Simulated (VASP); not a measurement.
Method: PBEsol GGA, VASP's PBE PAW potentials (set 64) (plane waves; VASP).

VASP input:

INCAR:
```
SYSTEM = CdS
PREC = Accurate
ENCUT = 500
EDIFF = 1E-6
NELM = 100
ALGO = Normal
LREAL = .FALSE.
LASPH = .TRUE.
ISMEAR = 0
SIGMA = 0.05
GGA = PS
LMAXMIX = 4
LWAVE = .FALSE.
LCHARG = .FALSE.
IBRION = 2
ISIF = 3
NSW = 40
EDIFFG = -0.02
PSTRESS = 200
```

### POSCAR
```
CdS
1
    0.0000000000     2.8017741158     2.8017741158
    2.8017741158     0.0000000000     2.8017741158
    2.8017741158     2.8017741158     0.0000000000
Cd S
1 1
Direct
  0.0000000000   0.0000000000   0.0000000000
  0.2500000000   0.2500000000   0.2500000000
```

File KPOINTS:
```
Regular mesh
0
gamma
 8 8 8
```

POTCAR, in this order: Cd S (PBE.64 set). Program: vasp_std.

Question: What will the output report for the number of irreducible k-points (NKPTS), largest plane-wave count, number of space-group operations, FFT grid (NGX, NGY, NGZ)?

Answer: 
The number of irreducible k-points (NKPTS) comes out as 29 and the largest plane-wave count comes out as 1139. The number of space-group operations is 24 and the FFT grid (NGX, NGY, NGZ) is 30 × 30 × 30.

The structure was generated: CdS was put into the zinc blende type (F-43m), which need not be its known phase. This run relaxes it under an external pressure of 20 GPa. Symmetry was kept, so distortions that lower it aren't found.
